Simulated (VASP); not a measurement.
Given:

```
CELL_PARAMETERS angstrom
      1.83569    -3.17951     0.00000
      1.83569     3.17951     0.00000
      0.00000     0.00000     5.60365
ATOMIC_POSITIONS crystal
  Tb 0.33333 0.66667 0.25000
  Tb 0.66667 0.33333 0.75000
```

Method: r2SCAN meta-GGA, VASP's PBE PAW potentials (set 64) (plane waves; VASP). Run with 480 eV cut-off, 10×10×6 Γ-centred mesh, first-order Methfessel-Paxton smearing of 0.10 eV, potentials Tb_3.

The 4f electrons are frozen in the core of the lanthanide potential, so 4f levels, which can set the real gap, and their magnetism are missing. Energy and stress use the plane-wave basis of the starting cell.

**Question.** The ions, cell shape and volume at an external pressure of 5.0 GPa are relaxed. Which structure does the run end with?

**Answer.** 
```
CELL_PARAMETERS angstrom
      1.76770    -3.06175     0.00000
      1.76770     3.06175     0.00000
      0.00000     0.00000     5.43110
ATOMIC_POSITIONS crystal
  Tb 0.33333 0.66667 0.25000
  Tb 0.66667 0.33333 0.75000
```
Space group P6_3/mmc (194), at a tolerance of 0.03 Å.

**Question.** How do energy and volume change from the first to the last step?

**Answer.** The energy (σ→0) changes by +48.5 meV/atom and the volume by -10.1 %, in 7 ionic steps.

```
step  E(σ→0) (eV)  max force (eV/Å)  pressure (GPa)  volume (Å³)
----  -----------  ----------------  --------------  -----------
1        -62.4440             0.000           -0.02        65.41
2        -62.2440             0.000            7.63        56.18
3        -62.3479             0.000            4.99        58.83
4        -62.3439             0.000            5.10        58.70
5        -62.3488             0.000            4.95        58.85
6        -62.3504             0.000            4.90        58.90
7        -62.3471             0.000            4.98        58.79
```

The compound is Tb in the hcp structure. This run relaxes it under an external pressure of 5 GPa. Symmetry was kept, so distortions that lower it aren't found.
